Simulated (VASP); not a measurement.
Level of theory: r2SCAN meta-GGA, VASP's PBE PAW potentials (set 64) (plane waves; VASP 6.6.1).

VASP input:

INCAR:
```
SYSTEM = Al2CdS4
PREC = Accurate; ENCUT = 400; LREAL = Auto
LASPH = .TRUE.
EDIFF = 1E-7; NELM = 100; ALGO = Normal
LMAXMIX = 4; LMIXTAU = .TRUE.
ISMEAR = -5
METAGGA = R2SCAN
ISIF = 2
LWAVE = .FALSE.; LCHARG = .FALSE.; LORBIT = 11
NEDOS = 601
LEFG = .TRUE.
```

POSCAR:
```
Al2CdS4
1
   -0.0000000000     5.1460411173     5.1460411173
    5.1460411173     0.0000000000     5.1460411173
    5.1460411173     5.1460411173    -0.0000000000
Al Cd S
4 2 8
Direct
  0.1250000000   0.1250000000   0.1250000000
  0.6250000000   0.1250000000   0.1250000000
  0.1250000000   0.1250000000   0.6250000000
  0.1250000000   0.6250000000   0.1250000000
  0.7500000000   0.7500000000   0.7500000000
  0.5000000000   0.5000000000   0.5000000000
  0.3605159543   0.3605159543   0.9184521371
  0.8894840457   0.3315478629   0.8894840457
  0.3605159543   0.3605159543   0.3605159543
  0.3315478629   0.8894840457   0.8894840457
  0.3605159543   0.9184521371   0.3605159543
  0.8894840457   0.8894840457   0.3315478629
  0.9184521371   0.3605159543   0.3605159543
  0.8894840457   0.8894840457   0.8894840457
```

**KPOINTS**
```
Automatic
0
G
4 4 4
0 0 0
```

### KPOINTS_OPT
```
k-points along high-symmetry lines
10
Line-mode
Reciprocal
  0.000000   0.000000   0.000000 ! GAMMA
  0.500000   0.000000   0.500000 ! X

  0.500000   0.000000   0.500000 ! X
  0.625000   0.250000   0.625000 ! U

  0.375000   0.375000   0.750000 ! K
  0.000000   0.000000   0.000000 ! GAMMA

  0.000000   0.000000   0.000000 ! GAMMA
  0.500000   0.500000   0.500000 ! L

  0.500000   0.500000   0.500000 ! L
  0.500000   0.250000   0.750000 ! W

  0.500000   0.250000   0.750000 ! W
  0.500000   0.000000   0.500000 ! X
```

POTCAR, in this order: Al Cd S (PBE.64 set). Program: vasp_std.

Q: Estimate the energy per atom (σ→0), band gap (over mesh and band path).

A: 
The energy per atom (σ→0) is -10.506 eV/atom and the band gap (over mesh and band path) comes out as 3.02 eV.

File OSZICAR:
```
...
       N       E                     dE             ncg
       N       E                     dE             ncg
       N       E                     dE             ncg
       N       E                     dE             ncg
       N       E                     dE             ncg
       N       E                     dE             ncg
       N       E                     dE             ncg
       N       E                     dE             ncg
```

The structure comes from a computed database's Al2CdS4 entry (Fd-3m); how it stands against other phases isn't given here. It was relaxed first.
